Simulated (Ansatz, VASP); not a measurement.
# Si37O48 (amorphous SiO1.30): VASP beside Ansatz, part 3 of 3

Aim: how closely do two programs agree when they are given the same cell, functional and k mesh? Of the first pair: The structure shown is the start of the Ansatz relaxation below; VASP solves that cell, so the two are compared at the walk's first step.

VASP 6.6.1 and Ansatz 0.2.0.

So far. Step 3 (VASP: single point, PBE, start cell, pair 1): The run ends at a pressure of 1.22 GPa, with forces up to 2.2 eV/Å.

### 6. VASP: single point, PBE, relaxed cell, pair 2

Level of this step: PBE; plane waves and PAW (Si, O) (VASP).

The same cell, functional, mesh and smearing now go to VASP, with its own data sets.

Contents of INCAR:

```
SYSTEM = Si37O48
PREC = Accurate
ENCUT = 600
EDIFF = 1E-06
NELM = 120
ISMEAR = -1
SIGMA = 0.025
LREAL = Auto
ALGO = Normal
GGA = PE
NBANDS = 280
LORBIT = 11
LWAVE = .FALSE.
LCHARG = .FALSE.
ISIF = 2
LASPH = .TRUE.
GGA_COMPAT = .FALSE.
EFERMI = MIDGAP
NCORE = 2
```

Contents of POSCAR:

```
Si37O48
1.0
   10.9574510000      0.0861540000      0.0409080000
    0.0861540000     10.9510220000      0.1029810000
    0.0409080000      0.1029810000     11.0832250000
Si O
37 48
Direct
    0.2039800000      0.8729200000      0.1547200000
    0.3992800000      0.8744700000      0.4941900000
    0.9904200000      0.9697800000      0.6550400000
    0.0707600000      0.1666600000      0.1901600000
    0.9683200000      0.4384400000      0.2949400000
    0.1765900000      0.4457700000      0.3400100000
    0.7473000000      0.3213200000      0.8285300000
    0.5181400000      0.6715500000      0.8931400000
    0.7276800000      0.1907300000      0.4893300000
    0.1735400000      0.6735700000      0.7966500000
    0.8834900000      0.4561200000      0.0305300000
    0.0728800000      0.2371900000      0.5974600000
    0.6422300000      0.0384900000      0.0908700000
    0.6552900000      0.0401500000      0.8177100000
    0.7719800000      0.5515600000      0.4752100000
    0.4133900000      0.0197000000      0.2362200000
    0.7915600000      0.9898000000      0.3152900000
    0.7279700000      0.7543700000      0.7943200000
    0.3243200000      0.6975600000      0.0973900000
    0.4808500000      0.2568100000      0.1318500000
    0.7082700000      0.6836000000      0.9906200000
    0.4349100000      0.4887700000      0.2508700000
    0.1303900000      0.8904400000      0.8211200000
    0.8611800000      0.3761400000      0.6559400000
    0.3727400000      0.0301700000      0.7350800000
    0.0451900000      0.8865600000      0.0151500000
    0.1598300000      0.5170700000      0.9600100000
    0.0421400000      0.8634900000      0.3990800000
    0.6743200000      0.8286800000      0.4998900000
    0.5021700000      0.4393400000      0.7513800000
    0.2991900000      0.2279500000      0.7446100000
    0.1852700000      0.6696000000      0.5112800000
    0.2368400000      0.3103200000      0.9901200000
    0.9542700000      0.0755500000      0.0373400000
    0.0697500000      0.2664900000      0.3855700000
    0.7615900000      0.9419500000      0.6589300000
    0.5952300000      0.4344700000      0.4743400000
    0.4258600000      0.1690600000      0.2417900000
    0.3945800000      0.7256700000      0.9678800000
    0.2189100000      0.2507300000      0.6219700000
    0.2168700000      0.5414200000      0.4463600000
    0.2706700000      0.9488500000      0.8104600000
    0.9165300000      0.3967400000      0.1629200000
    0.2117700000      0.6019300000      0.0689200000
    0.9155800000      0.9074600000      0.3340300000
    0.0151900000      0.1180000000      0.6690700000
    0.7427400000      0.6975100000      0.4751000000
    0.6942200000      0.0816400000      0.5823500000
    0.1463100000      0.8728400000      0.2945700000
    0.6814100000      0.9108000000      0.3728000000
    0.7861500000      0.5653000000      0.0505700000
    0.3797300000      0.2809600000      0.0254500000
    0.2987000000      0.4297100000      0.2546300000
    0.5315900000      0.9667000000      0.1604900000
    0.5204900000      0.3916800000      0.1759600000
    0.6726300000      0.9884600000      0.9580600000
    0.6146500000      0.2854800000      0.4492600000
    0.7113300000      0.1787000000      0.8223500000
    0.0101300000      0.5059200000      0.9675600000
    0.5065700000      0.0382400000      0.7972600000
    0.4002100000      0.9519000000      0.3666500000
    0.3775600000      0.9738800000      0.5992300000
    0.3963400000      0.3379600000      0.7570100000
    0.1524900000      0.2575300000      0.1023600000
    0.1698800000      0.6329700000      0.6564200000
    0.0560900000      0.7230200000      0.4550400000
    0.8278700000      0.3490500000      0.9483700000
    0.6186700000      0.3990600000      0.8341700000
    0.4935400000      0.4969000000      0.3840100000
    0.7961100000      0.1271400000      0.3717200000
    0.5703000000      0.7795800000      0.7970100000
    0.6024700000      0.1843000000      0.0816000000
    0.4225000000      0.6245400000      0.1880400000
    0.2091600000      0.2376600000      0.8654800000
    0.2911400000      0.9959900000      0.1567700000
    0.0099100000      0.3566300000      0.6648600000
    0.5277700000      0.8016200000      0.5151100000
    0.0566000000      0.9464000000      0.5195700000
    0.5424100000      0.4550400000      0.6110600000
    0.7687500000      0.0142400000      0.1697900000
    0.2924300000      0.7705700000      0.4969900000
    0.8269200000      0.2836000000      0.5457900000
    0.4489400000      0.5661300000      0.8089100000
    0.8370900000      0.5170900000      0.6064000000
    0.8664100000      0.5244800000      0.3625600000
```

Contents of KPOINTS:

```
Automatic mesh
0
Gamma
1 1 1
0 0 0
```

The projector-augmented-wave data sets are Si and O (PBE family, release 64).

Launch:

```bash
mpirun -np 8 vasp_gam
```

Numbers of over 12 decimals in the logs are rounded to 6 here.

What it wrote:

```text
[... set-up lines as in an earlier step ...]
 entering main loop
       N       E                     dE             d eps       ncg     rms          rms(c)
DAV:   1     0.413901810166E+04    0.41390E+04   -0.26190E+05   560   0.166E+03
DAV:   2    -0.258926561279E+03   -0.43979E+04   -0.42247E+04   712   0.363E+02
DAV:   3    -0.684680465949E+03   -0.42575E+03   -0.42232E+03   656   0.120E+02
DAV:   4    -0.694733462172E+03   -0.10053E+02   -0.10001E+02   648   0.198E+01
[...]
DAV:  16    -0.616791207761E+03   -0.93402E-05   -0.22510E-05   632   0.159E-02    0.779E-03
DAV:  17    -0.616791208913E+03   -0.11524E-05   -0.17222E-05   688   0.138E-02    0.489E-03
DAV:  18    -0.616791208913E+03    0.12369E-09   -0.41701E-06   576   0.527E-03
   1 F= -.61679121E+03 E0= -.61678954E+03  d E =-.334436E-02
```

From OUTCAR (step 6):

```text
  Total       -0.4426877     -0.6977950     -0.5072593     -0.0475926      0.0767084      0.0476679
  in kB       -0.5333942     -0.8407728     -0.6111965     -0.0573443      0.0924260      0.0574350
  external PRESSURE =      -0.6617878 kB  Pullay stress =       0.0000000 kB

 POSITION                                       TOTAL-FORCE (eV/Angst)
 -----------------------------------------------------------------------------------
      2.31664      9.59287      1.81304        -0.028923     -0.043388     -0.050209
      4.47065      9.66163      5.58361        -0.039899     -0.002028     -0.012771
[...]
3.61780      7.67697      1.16450        -0.026649      0.050401      0.040422
      5.29641      2.86734      1.50744         0.013625      0.036127     -0.028058
      7.86025      7.64915     11.07864        -0.007254      0.028858      0.002168
      4.81788      5.41584      2.84857         0.021597      0.030522      0.004377
      1.53905      9.84702      9.19769        -0.029085     -0.025114      0.019378
      9.49558      4.26086      7.34390        -0.009397      0.007404      0.069665
      4.11695      0.43820      8.16541        -0.017805      0.044721      0.010923
      0.57217      9.71419      0.26106        -0.009868      0.005944      0.014206
      1.83515      5.77508     10.69979         0.016914     -0.010625     -0.052484
      0.55247      9.50083      4.51374        -0.008250     -0.009993     -0.015561
      7.48067      9.18447      5.65332         0.010089     -0.008094      0.038481
[...]
-----------------------------------------------------------------------------------
    total drift:                               -0.014085      0.009885     -0.010997

  FREE ENERGIE OF THE ION-ELECTRON SYSTEM (eV)
  ---------------------------------------------------
  free  energy   TOTEN  =      -616.7912089131 eV

  energy  without entropy=     -616.7878645556  energy(sigma->0) =     -616.78953673

[... 1 part as in an earlier step ...]

[... 2 further parts left out ...]
[key lines of the parts left out:]
E-fermi :   3.8671
```

The run ends at a pressure of -0.07 GPa, with forces up to 0.072 eV/Å.

### 7. Differences

What differs besides the data sets and the points named for the pairs above, as far as they apply: the cutoff is 420 eV in Ansatz and 600 eV in VASP (PREC = Accurate, projectors in real space). Total energies have different zeros and are not compared.

The two programs side by side:

```tsv
quantity	Ansatz	VASP	difference
pressure (GPa)	0.02	-0.07	+0.08
gap on the k mesh (eV)	0.259	0.261	-0.002
```

Forces on 8 of the 85 atoms, those with the largest forces and the largest differences (eV/Å; atoms numbered as in POSCAR):

```tsv
atom	Ansatz x, y, z	VASP x, y, z
Si1	-0.012, -0.007, -0.012	-0.029, -0.043, -0.050
Si10	-0.004, -0.015, 0.008	-0.001, -0.017, 0.059
Si12	-0.002, -0.008, -0.010	-0.004, -0.007, -0.067
Si19	-0.004, -0.006, 0.009	-0.027, 0.050, 0.040
Si24	0.010, 0.005, 0.007	-0.009, 0.007, 0.070
Si31	-0.004, -0.007, 0.002	0.038, -0.048, -0.012
Si33	0.005, 0.008, 0.008	-0.019, 0.049, 0.031
O48	0.000, 0.007, 0.004	-0.006, -0.043, 0.042
```

The forces differ by 19 meV/Å r.m.s., where the r.m.s. force is 0.006 eV/Å in Ansatz and 0.021 eV/Å in VASP: the atoms lie near their places of rest in Ansatz, so a percentage would say little (all taken over all components). A gap on the mesh is an upper bound, since the band edges may lie between its points.

### 8. Results

```yaml
r_m_s_force_difference_single_point_pbe_start_cell_pair_1: 3.6 % of the r.m.s. force
r_m_s_force_difference_single_point_pbe_relaxed_cell_pair_2: 19 meV/Å
```

In words: The r.m.s. force difference is 19 meV/Å (single point, PBE, relaxed cell, pair 2), beyond the 12 meV/Å picked in this series as the mark of a large difference. What causes the difference of the single point, PBE, start cell, pair 1 pair stays open here. What causes the difference of the single point, PBE, relaxed cell, pair 2 pair stays open here. Such differences can come from data sets, numerical settings and the points named under the comparisons, not from the functional's error against experiment.

[Lines on the potential files, build, host, timing and source positions are cut from VASP's logs without a mark.]

[Logs are printed without paths, hosts, clocks, repeated set-up lines and the standing remarks that a program may print on its own settings, such as how far it seeks lower states.]

[Hosts, paths, dates, database ids (printed as entryN), source tags and the programs' standing remarks are cut or masked in the printed files.]
